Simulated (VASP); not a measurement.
Consider the following.

```
CELL_PARAMETERS angstrom
      0.00000     2.99818     2.99818
      2.99818     0.00000     2.99818
      2.99818     2.99818     0.00000
ATOMIC_POSITIONS crystal
  Cd 0.00000 0.00000 0.00000
  Se 0.25000 0.25000 0.25000
```

Computed with PBE GGA with D3 dispersion (zero damping), VASP's PBE PAW potentials (set 64) (plane waves; VASP 6.6.1). Numerical set-up: 520 eV cut-off, 8×8×8 Γ-centred mesh, Gaussian smearing of 0.050 eV, potentials Cd Se.

Q: Give the stress tensor in GPa (positive for a compressed cell).

A: 
```
3.61  0.00  0.00
0.00  3.61  0.00
0.00  0.00  3.61
```
The pressure is its mean diagonal, 3.61 GPa.

The compound is CdSe in the zinc blende structure, whereas wurtzite is the usual form. This cell is one point of a volume scan, at 0.94 of the reference volume.
